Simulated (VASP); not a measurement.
CuH5:

```
CELL_PARAMETERS angstrom
0.00000 3.06800 3.06800
3.06800 0.00000 3.06800
3.06800 3.06800 0.00000
ATOMIC_POSITIONS crystal
Cu 0.00000 0.00000 0.00000
H 0.25000 0.25000 0.25000
H 0.12500 0.62500 0.62500
H 0.62500 0.62500 0.62500
H 0.62500 0.12500 0.62500
H 0.62500 0.62500 0.12500
```

The cell was built by a generator and needn't be a form met in nature.

The cell isn't the ideal one: species swapped into the ZrNi5 type (F-43m, No. 216).

```yaml
Program: VASP 6.6.1
Task: relaxation of cell and atoms
Functional: PBE
Potentials_or_basis: VASP PAW PBE potentials, release 64 (Cu, H)
Cutoff: 600 eV
k_mesh: 6 × 6 × 6
Occupations: gaussian, width 0.1 eV
Spin: no spin polarisation
```

At the start: pressure -19.3 GPa; volume 9.63 Å³/atom.

Problem. How do energy, volume and symmetry change on relaxing?

Solution. Over 11 steps the energy falls by 554.8 meV/atom and the volume is 4.79 Å³/atom (-50.3 %); space group F-43m (No. 216, to 0.05 Å).

Step by step:
| step | energy change (eV) | largest force (eV/Å) | pressure (GPa) | volume (Å³) |
| --- | --- | --- | --- | --- |
| 1 | 0.0000 | 0.0266 | -19.31 | 57.76 |
| 2 | -1.1536 | 0.0697 | -21.28 | 48.59 |
| 3 | -3.1903 | 0.2826 | 5.84 | 27.00 |
| 4 | -3.2017 | 0.2397 | -3.90 | 29.37 |
| 5 | -3.2144 | 0.2566 | 0.00 | 28.35 |
| 6 | -3.2334 | 0.2385 | 0.11 | 28.28 |
| 7 | -3.2783 | 0.1479 | 0.93 | 28.06 |
| 8 | -3.3144 | 0.0218 | 4.38 | 27.63 |
| 9 | -3.3221 | 0.1243 | 1.18 | 28.61 |
| 10 | -3.3230 | 0.1003 | 2.02 | 28.36 |
| 11 | -3.3286 | 0.0203 | 0.27 | 28.73 |

Final structure:
```
Cu H
1.0
     0.00000    2.43079    2.43079
     2.43079    0.00000    2.43079
     2.43079    2.43079    0.00000
Cu H
1 5
Cartesian
  0.0000 0.0000 0.0000
  1.2154 1.2154 1.2154
  2.9195 1.9421 1.9421
  2.9195 2.9195 2.9195
  1.9421 2.9195 1.9421
  1.9421 1.9421 2.9195
```

Caveat: the volume moved by over 15 % at a fixed basis, so the end points are rough.
